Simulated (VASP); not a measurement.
Calculation: PBE GGA, VASP's PBE PAW potentials (set 64) (plane waves; VASP). Each cell was relaxed at this level.

### Question
Which of these has an unstable (imaginary) mode at Γ?
(A) BeTe, F-43m (216)
(B) SrTiO3, Pm-3m (221)
(C) LiF, Fm-3m (225)
(D) CdSe, F-43m (216)

### Answer
B, SrTiO3, Pm-3m (221). Its optical Γ-point modes are 132i (×3), 146 (×3), 235 (×3), 509 (×3) cm⁻¹.
